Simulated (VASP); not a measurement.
Here is the system:

```xyz
3
Lattice="1.9024 -3.2951 0.0000 1.9024 3.2951 0.0000 0.0000 0.0000 5.9092" Properties=species:S:1:pos:R:3 pbc="T T T"
Sn     0.0000     0.0000     0.0000
Se     1.9024     1.0984     1.5756
Se     1.9024    -1.0984     4.3335
```

These are LDA (Ceperley-Alder, Perdew-Zunger), VASP's LDA PAW potentials (set 64) (plane waves; VASP) values and carry that method's errors. Run with 520 eV cut-off, Gaussian smearing of 0.050 eV, potentials Sn_d Se.

Unless said otherwise, spin-orbit coupling is left out, though it shifts the bands of the heavy elements here.

What does the run give for the band gap (along the path) with the smallest direct gap where there is one?

The band gap (along the path) comes out as 0.29 eV. The smallest direct gap (along the path) is 0.69 eV.

Total energies compare only between runs with the same potentials, cut-off and functional.

The compound is SnSe2 in the 1T layered structure. It was relaxed first.
